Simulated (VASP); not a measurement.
```yaml
crystal:
  lattice:
    - [0.00000, 2.17109, 2.17109]
    - [2.17109, 0.00000, 2.17109]
    - [2.17109, 2.17109, 0.00000]
  atoms:
    - { symbol: Al, position: [0.00000, 0.00000, 0.00000] }
    - { symbol: N, position: [0.25000, 0.25000, 0.25000] }
```

All values below come from PBEsol GGA, VASP's PBE PAW potentials (set 64) (plane waves; VASP). Settings: 620 eV cut-off, 10×10×10 Γ-centred mesh, Gaussian smearing of 0.050 eV, potentials Al N.

Task: Estimate the energy per atom (σ→0), pressure, band gap (on the k-mesh) with the smallest direct gap where there is one.

Result: 
```yaml
band gap (on the k-mesh): 3.20 eV
smallest direct gap (on the k-mesh): 4.29 eV
energy per atom (σ→0): -752.9 kJ/mol-atom
pressure: 49.9 kbar
```

Total energies compare only between runs with the same potentials, cut-off and functional.

The structure was generated: AlN was put into the zinc blende type (F-43m), which need not be its known phase. It was relaxed first under an external pressure of 5 GPa.
